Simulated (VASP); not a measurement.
These are PBEsol GGA, VASP's PBE PAW potentials (set 64) (plane waves; VASP) values and carry that method's errors.

The input files of a VASP run:

### INCAR
```
! general
SYSTEM  = Pb
PREC    = Accurate
ENCUT   = 520
LREAL   = .FALSE.
LASPH   = .TRUE.

! electronic loop
EDIFF   = 1E-7
NELM    = 100
ALGO    = Normal
LMAXMIX = 4

! smearing
ISMEAR  = 1
SIGMA   = 0.1

! functional
GGA     = PS

! ions
ISIF    = 2

! output
LWAVE   = .FALSE.
LCHARG  = .FALSE.
```

**KPOINTS**
```
K-points
0
G
 13 13 13
0 0 0
```

### POSCAR
```
Pb
1
    0.0000000000     2.4389059468     2.4389059468
    2.4389059468     0.0000000000     2.4389059468
    2.4389059468     2.4389059468     0.0000000000
Pb
1
Direct
  0.0000000000   0.0000000000   0.0000000000
```

POTCAR, in this order: Pb_d (PBE.64 set). Program: vasp_std.

Output

**OUTCAR**
```
 ion  position               nearest neighbor table
   1  0.000  0.000  0.000-
  LATTYP: Found a face centered cubic cell.
 ALAT       =     4.8778118936
 Subroutine PRICEL returns:
 Original cell was already a primitive cell.
 Subroutine GETGRP returns: Found 48 space group operations
The static configuration has the point symmetry O_h .
The dynamic configuration has the point symmetry O_h .
 Subroutine INISYM returns: Found 48 space group operations
 Subroutine IBZKPT returns following result:
 Found     84 irreducible k-points:

 Following reciprocal coordinates:
            Coordinates               Weight
  0.000000  0.000000  0.000000      1.000000
  0.076923  0.000000  0.000000      8.000000
  0.153846  0.000000  0.000000      8.000000
  0.230769  0.000000  0.000000      8.000000
  0.307692  0.000000  0.000000      8.000000
  0.384615  0.000000  0.000000      8.000000
  0.461538  0.000000  0.000000      8.000000
  0.076923  0.076923  0.000000      6.000000
  0.153846  0.076923  0.000000     24.000000
  0.230769  0.076923  0.000000     24.000000
  0.307692  0.076923  0.000000     24.000000
  0.384615  0.076923  0.000000     24.000000
  0.461538  0.076923  0.000000     24.000000
 -0.461538  0.076923  0.000000     24.000000
 -0.384615  0.076923  0.000000     24.000000
 -0.307692  0.076923  0.000000     24.000000
 -0.230769  0.076923  0.000000     24.000000
 -0.153846  0.076923  0.000000     24.000000
 -0.076923  0.076923  0.000000     12.000000
  0.153846  0.153846  0.000000      6.000000
  0.230769  0.153846  0.000000     24.000000
  0.307692  0.153846  0.000000     24.000000
  0.384615  0.153846  0.000000     24.000000
  0.461538  0.153846  0.000000     24.000000
 -0.461538  0.153846  0.000000     24.000000
...
```

File OSZICAR:
```
       N       E                     dE             d eps       ncg     rms          rms(c)
DAV:   1     0.102201019903E+03    0.10220E+03   -0.73701E+03  1860   0.151E+03
DAV:   2     0.428416458131E+00   -0.10177E+03   -0.99615E+02  1899   0.326E+02
DAV:   3    -0.390857940811E+01   -0.43370E+01   -0.43129E+01  2187   0.791E+01
DAV:   4    -0.400648385677E+01   -0.97904E-01   -0.97881E-01  2184   0.130E+01
DAV:   5    -0.401060367976E+01   -0.41198E-02   -0.41197E-02  2277   0.240E+00    0.628E-01
DAV:   6    -0.399575199428E+01    0.14852E-01   -0.22019E-02  2232   0.293E+00    0.294E-01
DAV:   7    -0.399195189626E+01    0.38001E-02   -0.90117E-03  2202   0.176E+00    0.912E-02
DAV:   8    -0.399169426698E+01    0.25763E-03   -0.41119E-04  2723   0.416E-01    0.105E-02
DAV:   9    -0.399169050713E+01    0.37599E-05   -0.90652E-06  2234   0.638E-02    0.467E-03
DAV:  10    -0.399168999537E+01    0.51176E-06   -0.53274E-07  2116   0.902E-03    0.158E-04
DAV:  11    -0.399168996351E+01    0.31861E-07   -0.10388E-08  1167   0.118E-03
   1 F= -.39916900E+01 E0= -.39917063E+01  d E =0.490747E-04
```

**OUTCAR**
```
------------------------ aborting loop because EDIFF is reached ----------------------------------------
  FORCE on cell =-STRESS in cart. coord.  units (eV):
  Direction    XX          YY          ZZ          XY          YZ          ZX
  --------------------------------------------------------------------------------------
  Total        0.2943686      0.2943686      0.2943686      0.0000000      0.0000000     -0.0000000
  in kB       16.2549955     16.2549955     16.2549955      0.0000000      0.0000000     -0.0000000
  external PRESSURE =      16.2549955 kB  Pullay stress =       0.0000000 kB
  volume of cell :       29.01
      direct lattice vectors                 reciprocal lattice vectors
     0.000000000  2.438905947  2.438905947    -0.205009956  0.205009956  0.205009956
     2.438905947  0.000000000  2.438905947     0.205009956 -0.205009956  0.205009956
     2.438905947  2.438905947  0.000000000     0.205009956  0.205009956 -0.205009956
 POSITION                                       TOTAL-FORCE (eV/Angst)
 -----------------------------------------------------------------------------------
      0.00000      0.00000      0.00000         0.000000      0.000000     -0.000000
 -----------------------------------------------------------------------------------
    total drift:                               -0.000000     -0.000000     -0.000000
  FREE ENERGIE OF THE ION-ELECTRON SYSTEM (eV)
  ---------------------------------------------------
  free  energy   TOTEN  =        -3.9916899635 eV

  energy  without entropy=       -3.9917390382  energy(sigma->0) =       -3.99170632
```
(Selected blocks of OUTCAR.)

The compound is Pb in the fcc structure. This cell is one point of a volume scan, at 0.97 of the reference volume.
